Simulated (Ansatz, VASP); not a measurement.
# Cross-check of InAs between VASP and Ansatz, part 2 of 2

One calculation is typed for both programs; each brings its own data sets. How far apart do they land? The cell is taken from a series of runs on this material, whose earlier steps may have relaxed, scaled, displaced or heated it; both programs get it as it stands.

VASP 6.6.1 and Ansatz 0.2.0.

So far: The structure; Ansatz: zone-centre phonons, PBEsol.

**3. VASP: zone-centre phonons, PBEsol**

Level of this step: PBEsol; plane waves and PAW (As, In_d) (VASP).

The same cell, functional, mesh and smearing now go to VASP, with its own data sets.

Lines of VASP's logs that name or quote its potential files are left out, and so is its time.

The input, INCAR:

```
SYSTEM = InAs
PREC = Accurate
ENCUT = 500
EDIFF = 1E-08
NELM = 120
ISMEAR = 1
SIGMA = 0.2
LREAL = .FALSE.
ALGO = Normal
GGA = PS
NBANDS = 15
LORBIT = 11
LWAVE = .FALSE.
LCHARG = .FALSE.
ISIF = 2
IBRION = 8
LASPH = .TRUE.
GGA_COMPAT = .FALSE.
KPAR = 2
```

The input, POSCAR:

```
InAs
1.0
    0.0000000000      3.1032320173      3.1032320173
    3.1032320173      0.0000000000      3.1032320173
    3.1032320173      3.1032320173      0.0000000000
As In
1 1
Direct
    0.7500000000      0.7500000000      0.7500000000
    0.0000000000      0.0000000000      0.0000000000
```

The input, KPOINTS:

```
Automatic mesh
0
Gamma
12 12 12
0 0 0
```

The projector-augmented-wave data sets are As and In_d (PBE family, release 64).

The run is started by

```bash
$ mpirun -np 2 vasp_std
```

Numbers of over 12 decimals in the logs are rounded to 6 here.

The program printed:

```text
[banner, memory and clock lines left out]
running    2 mpi-ranks, on    1 nodes
 distrk:  each k-point on    1 cores,    2 groups
 distr:  one band on    1 cores,    1 groups

 POSCAR found type information on POSCAR AsIn
 POSCAR found :  2 types and       2 ions
|                                                                             |
|               ----> ADVICE to this user running VASP <----                  |
|                                                                             |
|     You enforced a specific xc type in the INCAR file but a different       |
|     [... a line on the potential file left out ...]
|     I HOPE YOU KNOW WHAT YOU ARE DOING!                                     |
|                                                                             |

 LDA part: xc-table for (Slater+PW92), standard interpolation
 POSCAR, INCAR and KPOINTS ok, starting setup
 FFT: planning ... GRIDC
 FFT: planning ... GRID_SOFT
 FFT: planning ... GRID
 WAVECAR not read
 entering main loop
       N       E                     dE             d eps       ncg     rms          rms(c)
DAV:   1     0.111097019385E+03    0.11110E+03   -0.80399E+03  2167   0.121E+03
DAV:   2    -0.669733972584E+00   -0.11177E+03   -0.10744E+03  2293   0.297E+02
DAV:   3    -0.851974054175E+01   -0.78500E+01   -0.78059E+01  2748   0.796E+01
DAV:   4    -0.872410836013E+01   -0.20437E+00   -0.20429E+00  2621   0.145E+01
DAV:   5    -0.873261663431E+01   -0.85083E-02   -0.85081E-02  3289   0.251E+00    0.391E+00
DAV:   6    -0.848768823575E+01    0.24493E+00   -0.39453E-01  3399   0.111E+01    0.213E+00
DAV:   7    -0.846210502896E+01    0.25583E-01   -0.94998E-02  3000   0.296E+00    0.654E-01
DAV:   8    -0.846070635157E+01    0.13987E-02   -0.10589E-02  2771   0.121E+00    0.157E-01
DAV:   9    -0.846099136274E+01   -0.28501E-03   -0.81805E-04  2692   0.284E-01    0.925E-02
DAV:  10    -0.846105464664E+01   -0.63284E-04   -0.10103E-04  3279   0.126E-01    0.547E-02
DAV:  11    -0.846107525912E+01   -0.20612E-04   -0.52919E-05  2489   0.890E-02    0.392E-02
DAV:  12    -0.846107562468E+01   -0.36556E-06   -0.41769E-06  2423   0.177E-02    0.891E-03
DAV:  13    -0.846107576959E+01   -0.14491E-06   -0.95245E-07  2895   0.582E-03    0.414E-03
DAV:  14    -0.846107580266E+01   -0.33073E-07   -0.58053E-08  2643   0.238E-03    0.121E-03
DAV:  15    -0.846107584948E+01   -0.46815E-07   -0.22706E-09  2011   0.648E-04    0.462E-04
DAV:  16    -0.846107585931E+01   -0.98312E-08   -0.24275E-09  1647   0.487E-04
   1 F= -.84610759E+01 E0= -.84612544E+01  d E =0.535530E-03
 Linear response reoptimize wavefunctions to high precision
DAV:   1    -0.846107586044E+01   -0.11314E-08   -0.12911E-09  2081   0.233E-04
DAV:   2    -0.846107586046E+01   -0.18190E-10   -0.12964E-10  1409   0.112E-04
 Linear response DOF=           2
 Linear response progress:
  Degree of freedom:   1/  2
       N       E                     dE             d eps       ncg     rms          rms(c)
RMM:   1    -0.465748559346E-01   -0.46575E-01    0.65732E-02 17100   0.142E+00
RMM:   2    -0.443547046820E-01    0.22202E-02    0.14539E-03 13200   0.521E-01    0.979E-02
RMM:   3    -0.449843359088E-01   -0.62963E-03   -0.16632E-03 15544   0.217E-01    0.430E-02
RMM:   4    -0.451641859729E-01   -0.17985E-03   -0.13244E-04 15706   0.738E-02    0.110E-02
RMM:   5    -0.452021909009E-01   -0.38005E-04   -0.17267E-05 16082   0.303E-02    0.489E-03
RMM:   6    -0.451885394601E-01    0.13651E-04   -0.22155E-06 15581   0.809E-03    0.145E-03
RMM:   7    -0.451859482982E-01    0.25912E-05   -0.12039E-07 16980   0.244E-03    0.820E-04
RMM:   8    -0.451869578086E-01   -0.10095E-05   -0.41406E-08 15569   0.108E-03    0.376E-04
RMM:   9    -0.451875572865E-01   -0.59948E-06    0.62182E-10 16067   0.348E-04    0.739E-05
RMM:  10    -0.451875779577E-01   -0.20671E-07    0.59825E-08 17555   0.143E-04    0.440E-05
RMM:  11    -0.451875744066E-01    0.35511E-08   -0.47222E-08 16947   0.535E-05    0.118E-05
 first order change of Fermi-energy   0.31047E-03
 force on displaced ion       1 direction 1 :  -6.177   0.000   0.000
 Linear response progress:
  Degree of freedom:   2/  2
       N       E                     dE             d eps       ncg     rms          rms(c)
RMM:   1    -0.233854500348E+00   -0.23385E+00   -0.11419E-01 11348   0.475E+00
RMM:   2    -0.236280663618E+00   -0.24262E-02   -0.11854E-02 14217   0.980E-01    0.748E-02
RMM:   3    -0.236161334653E+00    0.11933E-03   -0.14070E-03 15517   0.303E-01    0.355E-02
RMM:   4    -0.235929425596E+00    0.23191E-03   -0.13683E-04 15931   0.102E-01    0.203E-02
RMM:   5    -0.235848274378E+00    0.81151E-04   -0.22079E-05 16293   0.379E-02    0.719E-03
RMM:   6    -0.235838373776E+00    0.99006E-05   -0.12195E-05 16381   0.129E-02    0.192E-03
RMM:   7    -0.235848495879E+00   -0.10122E-04   -0.24081E-06 16926   0.387E-03    0.857E-04
RMM:   8    -0.235848923800E+00   -0.42792E-06   -0.15088E-06 16364   0.166E-03    0.231E-04
RMM:   9    -0.235849312578E+00   -0.38878E-06   -0.18117E-06 17445   0.716E-04    0.107E-04
RMM:  10    -0.235849212915E+00    0.99664E-07   -0.53591E-07 17166   0.303E-04    0.326E-05
RMM:  11    -0.235849275149E+00   -0.62234E-07   -0.72025E-07 17070   0.154E-04    0.265E-05
RMM:  12    -0.235849263137E+00    0.12012E-07   -0.19477E-07 18479   0.853E-05    0.640E-06
RMM:  13    -0.235849275668E+00   -0.12531E-07   -0.18607E-07 16427   0.532E-05    0.165E-05
RMM:  14    -0.235849262495E+00    0.13173E-07   -0.55098E-08 17428   0.336E-05    0.144E-05
RMM:  15    -0.235849270510E+00   -0.80147E-08   -0.61618E-08 15803   0.242E-05    0.216E-05
 first order change of Fermi-energy  -0.49302E-04
 force on displaced ion       2 direction 1 :  -6.211   0.000   0.000
 Linear response finished
```

From OUTCAR (step 3):

```text
ion  position               nearest neighbor table
   1  0.750  0.750  0.750-   2 2.69   2 2.69   2 2.69   2 2.69
   2  0.000  0.000  0.000-   1 2.69   1 2.69   1 2.69   1 2.69

  LATTYP: Found a face centered cubic cell.
 ALAT       =     6.2064640346

 Subroutine GETGRP returns: Found 24 space group operations
 (whereof 24 operations were pure point group operations)

The static configuration has the point symmetry T_d .

 Found     72 irreducible k-points:

   k-points           NKPTS =     72   k-points in BZ     NKDIM =     72   number of bands    NBANDS=     15

   dimension x,y,z NGX =    32 NGY =   32 NGZ =   32
   dimension x,y,z NGXF=    64 NGYF=   64 NGZF=   64

   ENCUT  =  500.0 eV  36.75 Ry    6.06 a.u.   8.00  8.00  8.00*2*pi/ulx,y,z

   NELECT =      18.0000    total number of electrons

 k-points in reciprocal lattice and weights: Automatic mesh
   0.00000000  0.00000000  0.00000000       0.001
   0.08333333  0.00000000  0.00000000       0.005
   0.16666667  0.00000000  0.00000000       0.005
   0.25000000  0.00000000  0.00000000       0.005
   0.33333333  0.00000000  0.00000000       0.005
   0.41666667  0.00000000  0.00000000       0.005
   0.50000000  0.00000000  0.00000000       0.002
   0.08333333  0.08333333  0.00000000       0.003
   0.16666667  0.08333333  0.00000000       0.014
[...]
-0.33333333  0.50000000  0.16666667       0.007
  -0.25000000  0.50000000  0.25000000       0.003

 average (electrostatic) potential at core
       1 -50.2022       2 -97.0932

  Total       -1.0302229     -1.0302229     -1.0302229      0.0000000      0.0000000     -0.0000000
  in kB      -27.6165247    -27.6165247    -27.6165247      0.0000000      0.0000000     -0.0000000
  external PRESSURE =     -27.6165247 kB  Pullay stress =       0.0000000 kB

  energy-cutoff  :      500.00
  volume of cell :       59.77
      direct lattice vectors                 reciprocal lattice vectors
     0.000000000  3.103232017  3.103232017    -0.161122339  0.161122339  0.161122339
     3.103232017  0.000000000  3.103232017     0.161122339 -0.161122339  0.161122339
     3.103232017  3.103232017  0.000000000     0.161122339  0.161122339 -0.161122339

 POSITION                                       TOTAL-FORCE (eV/Angst)
 -----------------------------------------------------------------------------------
      4.65485      4.65485      4.65485         0.000000     -0.000000     -0.000000
      0.00000      0.00000      0.00000        -0.000000      0.000000      0.000000
 -----------------------------------------------------------------------------------
    total drift:                                0.000000      0.000000      0.000000

 Eigenvectors and eigenvalues of the dynamical matrix
 ----------------------------------------------------

   1 f  =    5.776861 THz    36.297090 2PiTHz  192.695351 cm-1    23.891168 meV
             X         Y         Z           dx          dy          dz
      4.654848  4.654848  4.654848    -0.000000    0.777071   -0.000000
      0.000000  0.000000  0.000000    -0.000000   -0.629413    0.000000

   2 f  =    5.776861 THz    36.297090 2PiTHz  192.695351 cm-1    23.891168 meV
             X         Y         Z           dx          dy          dz
      4.654848  4.654848  4.654848     0.777071    0.000000    0.000000
      0.000000  0.000000  0.000000    -0.629413    0.000000    0.000000

   3 f  =    5.776861 THz    36.297090 2PiTHz  192.695351 cm-1    23.891168 meV
             X         Y         Z           dx          dy          dz
      4.654848  4.654848  4.654848    -0.000000    0.000000    0.777071
      0.000000  0.000000  0.000000    -0.000000    0.000000   -0.629413

   4 f/i=    0.007673 THz     0.048209 2PiTHz    0.255933 cm-1     0.031732 meV
             X         Y         Z           dx          dy          dz
      4.654848  4.654848  4.654848     0.540692   -0.321345   -0.023463
      0.000000  0.000000  0.000000     0.667536   -0.396731   -0.028967

   5 f/i=    0.007673 THz     0.048209 2PiTHz    0.255933 cm-1     0.031732 meV
             X         Y         Z           dx          dy          dz
      4.654848  4.654848  4.654848     0.221640    0.337685    0.482707
      0.000000  0.000000  0.000000     0.273636    0.416904    0.595947

   6 f/i=    0.007673 THz     0.048209 2PiTHz    0.255933 cm-1     0.031732 meV
             X         Y         Z           dx          dy          dz
      4.654848  4.654848  4.654848     0.233857    0.422927   -0.403243
      0.000000  0.000000  0.000000     0.288718    0.522144   -0.497842

 ELASTIC MODULI CONTR FROM IONIC RELAXATION (kBar)
 Direction    XX          YY          ZZ          XY          YZ          ZX
 --------------------------------------------------------------------------------
 XX          -0.0000      0.0000      0.0000     -0.0000      0.0000      0.0000
 YY           0.0000     -0.0000     -0.0000     -0.0000     -0.0000      0.0000
 ZZ           0.0000     -0.0000     -0.0000      0.0000     -0.0000      0.0000
 XY          -0.0000     -0.0000      0.0000   -121.5941     -0.0000      0.0000
 YZ           0.0000     -0.0000     -0.0000     -0.0000   -121.5941     -0.0000
 ZX           0.0000      0.0000      0.0000      0.0000     -0.0000   -121.5941
 --------------------------------------------------------------------------------
```

**4. Differences**

Known differences besides the potentials themselves: the data sets hold 28 valence electrons in Ansatz (on its PAW soft_1 files) and 18 in VASP; the cutoff is 420 eV in Ansatz and 500 eV in VASP; Ansatz makes its cores anew for this functional, VASP keeps those of its PBE data sets. Total energies have different zeros and are not compared.

The two programs side by side:

```
                  quantity  Ansatz   VASP  difference
optical mode 1 to 3 (cm⁻¹)   192.0  192.7     -0.35 %
```

Modes are paired by rising frequency, not by their patterns, so a pair may set unlike modes beside each other; they are those without the splitting of longitudinal modes.

**5. Outcome**

| Item | Value |
| --- | --- |
| r.m.s. difference of the optical zone-centre modes, each program's sorted by frequency (zone-centre phonons, PBEsol) | 0.68 cm⁻¹ |

In words: The r.m.s. difference of the optical zone-centre modes, each program's sorted by frequency is 0.68 cm⁻¹ (zone-centre phonons, PBEsol). The data sets hold unlike numbers of valence electrons (28 in Ansatz and 18 in VASP), so part of the differences comes from the potentials. How closely two codes agree says nothing of how well the functional describes the real material.

[Lines on the potential files, build, host, timing and source positions are cut from VASP's logs without a mark.]

[Logs are printed without paths, hosts, clocks, repeated set-up lines and the standing remarks that a program may print on its own settings, such as how far it seeks lower states.]

[Hosts, paths, dates, database ids (printed as entryN), source tags and the programs' standing remarks are cut or masked in the printed files.]
